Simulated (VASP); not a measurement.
Consider the following.

```
MgB2
1.0
    1.51144    -2.61789     0.00000
    1.51144     2.61789     0.00000
    0.00000     0.00000     3.41235
Mg B
1 2
Cartesian
  0.00000   0.00000   0.00000
  1.51144   0.87263   1.70617
  1.51144  -0.87263   1.70617
```

Level of theory: vdW-DF-cx, VASP's PBE PAW potentials (set 64) (plane waves; VASP). Numerical set-up: 520 eV cut-off, 11×11×9 Γ-centred mesh, first-order Methfessel-Paxton smearing of 0.10 eV, potentials Mg B.

Question: Give the stress tensor in GPa (positive for a compressed cell).

Answer: 
```
10.25   0.00   0.00
 0.00  10.25   0.00
 0.00   0.00  10.48
```
The pressure is its mean diagonal, 10.33 GPa.

The compound is MgB2 in the AlB2 type structure. This cell is one point of a volume scan, at 0.94 of the reference volume.
